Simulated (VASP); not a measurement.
Energy against volume of CoSi$_{2}$ (fluorite). Computed with PBE GGA with D3 dispersion (Becke-Johnson damping), VASP's PBE PAW potentials (set 64) (plane waves; VASP 6.6.1). Settings: 520 eV cut-off, 10×10×10 Γ-centred mesh, first-order Methfessel-Paxton smearing of 0.10 eV, potentials Co Si.

```json
[
 {"V (Å³/atom)": "12.047", "E (eV/atom)": "-6.87364"},
 {"V (Å³/atom)": "12.419", "E (eV/atom)": "-6.88095"},
 {"V (Å³/atom)": "12.792", "E (eV/atom)": "-6.87462"},
 {"V (Å³/atom)": "13.165", "E (eV/atom)": "-6.85674"}
]
```

Problem. Fit these four points and predict the energy of the run at 11.674 Å³/atom.

Solution. A cubic in V^(−2/3), the third-order Birch-Murnaghan form, passes through the four points with V0 = 12.42 Å³/atom and B0 = 195 GPa, and gives -6.8501 eV/atom there. The run gave -6.8502 eV/atom, -0.1 meV/atom from the fit; all five points give B0 = 195 GPa.

The compound is CoSi2 in the fluorite structure. It was relaxed first. The run is not spin-polarised, so no magnetic state was tried.
